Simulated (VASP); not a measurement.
**Al2In2N4 (ordered alloy cell): computed properties**

Calculation: PBEsol GGA, VASP's PBE PAW potentials (set 64) (plane waves; VASP 6.6.1).

| Item | Result |
|---|---|
| space group | R3m (160) |
| cell | a = b = 3.301 Å, c = 16.397 Å, α = β = 90.00°, γ = 120.00° |
| volume per atom | 12.89 Å³/atom |
| band gap (on the k-mesh) | 0.81 eV |
| smallest direct gap (on the k-mesh) | 0.81 eV |
| band-edge character | direct, Γ to Γ |
| density | 5.47 g/cm³ |

```xyz
8
Lattice="-0.0435 4.7118 4.7113 4.6680 0.0002 4.6675 2.3341 2.3341 0.0000" Properties=species:S:1:pos:R:3 pbc="T T T"
In    -0.0321     4.7004     4.7000
In     2.3019     4.7005     7.0338
N      1.0597     1.2744     1.2742
N      3.3938     1.2745     3.6079
N      1.2228     3.4455     3.4450
N      3.5568     3.4456     5.7788
Al    -0.0143     2.3484     2.3482
Al     2.3197     2.3486     4.6820
```

Unless said otherwise, spin-orbit coupling is left out, though it shifts the bands of the heavy elements here.

The structure was generated: Al2In2N4 was put into an ordered model structure (R3m), which need not be its known phase. It was relaxed first. Symmetry was kept, so distortions that lower it aren't found.
